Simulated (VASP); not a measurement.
Runs of VASP 6.6.1 on GaAs. The structure is tetragonal, space group I-4m2 (No. 119). The conventional cell has a = 3.987 Å, b = 3.987 Å, c = 5.681 Å, α = 90.00°, β = 90.00°, γ = 90.00°. Ga (site symmetry -4m2) is surrounded by 4 As at 2.45 Å. As (site symmetry -4m2) has 4 Ga at 2.45 Å as nearest neighbours. The cell was built by a generator and isn't the measured one.

```tsv
level	potentials or basis	k mesh	cutoff (eV)	gap on the mesh (eV)	pressure (GPa)
PBE	VASP PAW PBE potentials, release 64 (Ga_d, As)	12 × 12 × 12	400	0.51	3.3
PBE	VASP PAW PBE potentials, release 64 (Ga_d, As)	12 × 12 × 12	600	0.51	3.5
r2SCAN	VASP PAW PBE potentials, release 64 (Ga_d, As)	12 × 12 × 12	600	0.98	(a)
LDA	VASP PAW LDA potentials, release 64 (Ga_d, As)	12 × 12 × 12	600	0.32	(b)
PBE	VASP PAW PBE potentials, release 64 (Ga_d, As)	8 × 8 × 8	600	0.51	3.5
```

Alike in all rows: task electric field gradients; no spin polarisation; cell as given; smearing gaussian 0.02 eV.

Question: Fill in the values left out.

Answer: (a) 0.6; (b) -1.6.

Caveats: the PAW data sets were made with another functional, which shifts forces and pressure a little (some runs).

A k mesh can miss the band edges, and the runs leave out spin-orbit coupling on As, Ga.

Not every run made on this cell is shown here.
